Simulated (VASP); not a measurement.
VASP input:

**POSCAR**
```
SiC
1.0
  0.0000000000   2.1309654711   2.1309654711
  2.1309654711   0.0000000000   2.1309654711
  2.1309654711   2.1309654711   0.0000000000
Si C
1 1
Cartesian
  0.0000000000   0.0000000000   0.0000000000
  1.0654827356   1.0654827356   1.0654827356
```

### INCAR
```
# general
SYSTEM = SiC
PREC   = Accurate
ENCUT  = 520
LREAL  = .FALSE.
LASPH  = .TRUE.

# electronic loop
EDIFF  = 1E-7
NELM   = 100
ALGO   = Normal

# smearing
ISMEAR = 0
SIGMA  = 0.05

# functional
GGA    = PE
IVDW   = 13

# ions
ISIF   = 2

# output
LWAVE  = .FALSE.
LCHARG = .FALSE.
```

**KPOINTS**
```
Automatic mesh
0
Gamma
  10 10 10
0 0 0
```

POTCAR, in this order: Si C (PBE.64 set). Program: vasp_std.

Task: Translate this PBE-D4 calculation to Ansatz.

Result: One equivalent input (not run):
Ansatz 0.2 input:
```yaml
crystal:
  lattice:
    - [0.0000000, 2.1309655, 2.1309655]
    - [2.1309655, 0.0000000, 2.1309655]
    - [2.1309655, 2.1309655, 0.0000000]
  atoms:
    - { symbol: Si, position: [0.0000000, 0.0000000, 0.0000000] }
    - { symbol: C, position: [0.2500000, 0.2500000, 0.2500000] }
kpoints:
  mp_grid: { grid: [10, 10, 10] }
hamiltonian:
  xc: pbe
  dispersion: d4
  pseudopotentials: { kind: paw }
scf:
  occupations: { method: gaussian, width: 0.05 }
  max_iter: 100
output: { forces: true, stress: true, eigenvalues: true }
```
What does not carry over: each code has its own PAW files, so the cut-off isn't converted (ENCUT is set for VASP's; basis.ecutwfc is left out, and Ansatz then takes the one that its files recommend); Ansatz stops its SCF on the density residual and VASP on the energy change (EDIFF).

The compound is SiC in the zinc blende structure. This cell is one point of a volume scan, at 0.94 of the reference volume.
